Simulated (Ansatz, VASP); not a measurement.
LaOsN3 in VASP and in Ansatz

```
La Os N
1.0
     3.95056    0.00000    0.00000
     0.00000    3.95056    0.00000
     0.00000    0.00000    3.95056
La Os N
1 1 3
Direct
  0.50000 0.50000 0.50000
  0.00000 0.00000 0.00000
  0.50000 0.00000 0.00000
  0.00000 0.50000 0.00000
  0.00000 0.00000 0.50000
```

The cell comes from a database or a generator and needn't be the stable form of this composition.

Alike in both runs: task single point; functional LDA; k mesh 7 × 7 × 7; occupations methfessel-paxton of order 1, width 0.1 eV; no spin polarisation.

|  | VASP | Ansatz |
| --- | --- | --- |
| version | VASP 6.6.1 | Ansatz 0.2.0 |
| potentials or method | VASP PAW LDA potentials, release 64 (La, Os, N) | plane waves, PAW |
| plane-wave cutoff (eV) | 520 | 420 |
| valence electrons in the cell | 34 | 42 |

```tsv
	VASP	Ansatz	Ansatz less VASP
pressure (GPa)	-11.7	-13.8	-2.09
```

The two sets of potentials don't hold the same shells in valence.

The runs have no spin-orbit coupling, so splittings on La, Os are missing.
